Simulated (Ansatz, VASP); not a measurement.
## BiO4 in VASP and in Ansatz

```
Bi O
1.0
    -2.55627    2.55627    2.55627
     2.55627   -2.55627    2.55627
     2.55627    2.55627   -2.55627
Bi O
1 4
Direct
  0.00000 0.00000 0.00000
  0.49999 0.49999 0.49999
  0.50001 0.00000 0.00000
  0.00000 0.00000 0.50001
  0.00000 0.50001 0.00000
```

Change from the starting cell: species swapped into the GeF4 type (I-43m, No. 217).

Alike in both runs: functional PBE; k mesh 4 × 4 × 4; occupations gaussian, width 0.1 eV; no spin polarisation.

Ansatz relaxed the structure, and its values are those at the end. VASP's run is a single point on that final structure, the one shown.

|  | VASP | Ansatz |
| --- | --- | --- |
| version | VASP 6.6.1 | Ansatz 0.2.0 |
| potentials or method | VASP PAW PBE potentials, release 64 (Bi_d, O) | scalar-relativistic, plane waves, PAW |
| plane-wave cutoff (eV) | 520 | 420 |
| valence electrons in the cell | 39 | 39 |

|  | VASP | Ansatz | Ansatz less VASP |
| --- | --- | --- | --- |
| gap on the k mesh at the Fermi level (eV) | none | none | - |
| pressure (GPa) | 0.2 | 0.0 | -0.25 |

A gap of «none» marks a metal or a gap that the smearing closes. With one functional, cell and mesh, what is left measures potentials, basis and numerics.

Caveats: the k mesh is coarse (spacing up to 0.43 Å⁻¹), so the values aren't converged; spin-orbit coupling is left out, which moves the levels of the heavy elements; an odd number of electrons without spin polarisation forces a metal; a magnetic or distorted state may lie lower.
